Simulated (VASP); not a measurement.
Output of a VASP run:

### OSZICAR
```
...
DAV:  17    -0.195875381351E+02    0.59691E-03   -0.10177E-03   664   0.334E-01    0.720E-02
DAV:  18    -0.195867290027E+02    0.80913E-03   -0.12748E-04   504   0.150E-01    0.640E-02
DAV:  19    -0.195891592669E+02   -0.24303E-02   -0.52177E-03   480   0.732E-01    0.723E-02
DAV:  20    -0.195791644588E+02    0.99948E-02   -0.28573E-03   480   0.742E-01    0.793E-02
DAV:  21    -0.195891686385E+02   -0.10004E-01   -0.81029E-04   496   0.361E-01    0.776E-02
DAV:  22    -0.195858966312E+02    0.32720E-02   -0.34990E-04   472   0.260E-01    0.720E-02
DAV:  23    -0.195910192480E+02   -0.51226E-02   -0.48917E-04   520   0.262E-01    0.611E-02
DAV:  24    -0.195898857581E+02    0.11335E-02   -0.20987E-04   464   0.210E-01    0.480E-02
DAV:  25    -0.195908915293E+02   -0.10058E-02   -0.44535E-04   432   0.317E-01    0.282E-02
DAV:  26    -0.195913765131E+02   -0.48498E-03   -0.37118E-04   432   0.287E-01    0.857E-03
DAV:  27    -0.195913057191E+02    0.70794E-04   -0.33294E-05   464   0.875E-02    0.655E-03
DAV:  28    -0.195917755171E+02   -0.46980E-03   -0.50664E-05   432   0.112E-01    0.595E-03
DAV:  29    -0.195923146627E+02   -0.53915E-03   -0.15994E-04   432   0.188E-01    0.359E-03
DAV:  30    -0.195923885662E+02   -0.73903E-04   -0.81579E-06   512   0.477E-02    0.392E-03
DAV:  31    -0.195923394236E+02    0.49143E-04   -0.80218E-06   432   0.454E-02    0.417E-03
DAV:  32    -0.195927083954E+02   -0.36897E-03   -0.58335E-05   432   0.926E-02    0.214E-03
DAV:  33    -0.195927390688E+02   -0.30673E-04   -0.43514E-06   456   0.286E-02    0.131E-03
DAV:  34    -0.195926744613E+02    0.64608E-04   -0.69257E-06   432   0.354E-02    0.150E-03
DAV:  35    -0.195927325344E+02   -0.58073E-04   -0.41217E-06   432   0.293E-02    0.102E-03
DAV:  36    -0.195927464419E+02   -0.13908E-04   -0.13361E-06   440   0.141E-02    0.157E-04
DAV:  37    -0.195927464818E+02   -0.39835E-07   -0.85090E-08   488   0.416E-03
   1 F= -.19592746E+02 E0= -.19592579E+02  d E =-.195927E+02
       N       E                     dE             d eps       ncg     rms          rms(c)
DAV:   1    -0.195932460892E+02   -0.49965E-03   -0.19263E-02   448   0.121E+00    0.768E-02
DAV:   2    -0.195922697250E+02    0.97636E-03   -0.51171E-04   472   0.204E-01    0.470E-02
DAV:   3    -0.195925321510E+02   -0.26243E-03   -0.79196E-04   496   0.288E-01    0.907E-03
DAV:   4    -0.195927339306E+02   -0.20178E-03   -0.33886E-04   448   0.217E-01    0.846E-03
DAV:   5    -0.195926955051E+02    0.38426E-04   -0.61500E-05   544   0.924E-02    0.209E-03
DAV:   6    -0.195927948484E+02   -0.99343E-04   -0.30473E-05   440   0.655E-02    0.140E-03
DAV:   7    -0.195928041905E+02   -0.93421E-05   -0.15709E-05   488   0.463E-02    0.299E-03
DAV:   8    -0.195928378522E+02   -0.33662E-04   -0.14973E-05   528   0.446E-02    0.807E-04
DAV:   9    -0.195928413944E+02   -0.35423E-05   -0.57684E-06   480   0.285E-02    0.133E-03
DAV:  10    -0.195928582041E+02   -0.16810E-04   -0.27868E-06   536   0.195E-02    0.340E-04
DAV:  11    -0.195928548229E+02    0.33812E-05   -0.10015E-06   528   0.142E-02    0.472E-04
DAV:  12    -0.195928581865E+02   -0.33636E-05   -0.30475E-06   512   0.232E-02    0.437E-04
DAV:  13    -0.195928645367E+02   -0.63501E-05   -0.15295E-06   536   0.178E-02    0.159E-04
DAV:  14    -0.195928604309E+02    0.41058E-05   -0.58109E-07   488   0.945E-03    0.147E-04
DAV:  15    -0.195928639014E+02   -0.34705E-05   -0.48786E-07   496   0.908E-03    0.610E-05
DAV:  16    -0.195928643714E+02   -0.46995E-06   -0.33558E-08   584   0.262E-03
   2 F= -.19592864E+02 E0= -.19592697E+02  d E =-.117890E-03
```

### OUTCAR
```
------------------------ aborting loop because EDIFF is reached ----------------------------------------
  FORCE on cell =-STRESS in cart. coord.  units (eV):
  Direction    XX          YY          ZZ          XY          YZ          ZX
  --------------------------------------------------------------------------------------
  Total        0.0016171      0.0016171     -0.0142956     -0.0000000     -0.0000000      0.0000000
  in kB        0.0308986      0.0308986     -0.2731453     -0.0000000     -0.0000000      0.0000000
  external PRESSURE =      -0.0704493 kB  Pullay stress =       0.0000000 kB
  volume of cell :       83.85
      direct lattice vectors                 reciprocal lattice vectors
     2.457481630  0.000000000  0.000000000     0.406920641  0.234935796 -0.000000000
    -1.228740815  2.128241031 -0.000000000    -0.000000000  0.469871591  0.000000000
     0.000000000 -0.000000000 16.032809634    -0.000000000  0.000000000  0.062372100
 POSITION                                       TOTAL-FORCE (eV/Angst)
 -----------------------------------------------------------------------------------
      1.22874      2.12824      8.01640        -0.000000     -0.000000      0.000000
      1.22874      0.70941      8.01640         0.000000      0.000000      0.000000
 -----------------------------------------------------------------------------------
    total drift:                               -0.000230      0.000133      0.000000
  FREE ENERGIE OF THE ION-ELECTRON SYSTEM (eV)
  ---------------------------------------------------
  free  energy   TOTEN  =       -19.5928643714 eV

  energy  without entropy=      -19.5923628695  energy(sigma->0) =      -19.59269720

 reached required accuracy - stopping structural energy minimisation
```
(Selected blocks of OUTCAR.)

File POSCAR:
```
C monolayer
1
    2.4600000000     0.0000000000     0.0000000000
   -1.2300000000     2.1304220000     0.0000000000
    0.0000000000     0.0000000000    16.0000000000
C
2
Direct
  0.0000000000   0.0000000000   0.5000000000
  0.6666670000   0.3333330000   0.5000000000
```

Problem. Write an INCAR and KPOINTS that could have produced this output.

Solution. This is not unique; one that fits is the input of the run itself, r2SCAN+rVV10, plane waves, VASP's PBE PAW potentials (set 64).

**INCAR**
```
ALGO = Normal
BPARAM = 11.95
CPARAM = 0.0093
EDIFF = 1E-6
EDIFFG = -0.01
ENCUT = 520
IBRION = 2
ISIF = 4
ISMEAR = 1
LASPH = .TRUE.
LCHARG = .FALSE.
LMIXTAU = .TRUE.
LREAL = .FALSE.
LUSE_VDW = .TRUE.
LWAVE = .FALSE.
METAGGA = R2SCAN
NELM = 100
NSW = 60
PREC = Accurate
SIGMA = 0.1
SYSTEM = C monolayer
```

File KPOINTS:
```
K-points
0
Gamma
  15 15 1
0 0 0
```

POTCAR, in this order: C (PBE.64 set). Program: vasp_std.

The cell holds a wide vacuum, so values per volume refer to the whole cell.

The cell is a sheet with vacuum, built from a generated structure.
